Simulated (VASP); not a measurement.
Level of theory: PBE GGA, VASP's PBE PAW potentials (set 64) (plane waves; VASP).

Input for VASP

File POSCAR:
```
ZnS
2.75910
  0.0000000000   1.0000000000   1.0000000000
  1.0000000000   0.0000000000   1.0000000000
  1.0000000000   1.0000000000   0.0000000000
Zn S
1 1
Cartesian
  0.0000000000   0.0000000000   0.0000000000
  0.5000000000   0.5000000000   0.5000000000
```

KPOINTS:
```
Automatic
0
gamma
14 14 14
```

### INCAR
```
SYSTEM = ZnS
PREC = Accurate
ENCUT = 400
EDIFF = 1E-6
NELM = 100
ALGO = Normal
LREAL = .FALSE.
LASPH = .TRUE.
ISMEAR = 0
SIGMA = 0.05
GGA = PE
LMAXMIX = 4
LWAVE = .FALSE.
LCHARG = .FALSE.
ISIF = 2
```

POTCAR, in this order: Zn S (PBE.64 set). Program: vasp_std.

Gaps are read on the run's mesh, which can miss a band edge.

**Question.** What does the run give for the energy per atom (σ→0), pressure, band gap (on the k-mesh)?

**Answer.** 
```
Property                          Result
------------------------  --------------
energy per atom (σ→0)     -3.419 eV/atom
band gap (on the k-mesh)         1.84 eV
pressure                       -2.69 GPa
```

**OSZICAR**
```
...
DAV:   7    -0.683873234121E+01    0.14501E-01   -0.31333E-01  2879   0.537E+00    0.253E+00
DAV:   8    -0.683822533741E+01    0.50700E-03   -0.55584E-03  3099   0.676E-01    0.716E-01
DAV:   9    -0.683855641144E+01   -0.33107E-03   -0.97611E-04  3202   0.330E-01    0.129E-01
DAV:  10    -0.683870597527E+01   -0.14956E-03   -0.18774E-04  2984   0.131E-01    0.606E-02
DAV:  11    -0.683873058267E+01   -0.24607E-04   -0.39176E-05  3007   0.841E-02    0.841E-03
DAV:  12    -0.683873202941E+01   -0.14467E-05   -0.31051E-06  3134   0.241E-02    0.659E-03
DAV:  13    -0.683873186508E+01    0.16432E-06   -0.39895E-07  1977   0.158E-02
   1 F= -.68387319E+01 E0= -.68387319E+01  d E =-.283512E-12
```

The compound is ZnS in the zinc blende structure. The cell was not relaxed at this level. The run is one of a series of settings (KPOINTS 14×14×14 Γ-centred mesh against the base run), some of them coarse on purpose.
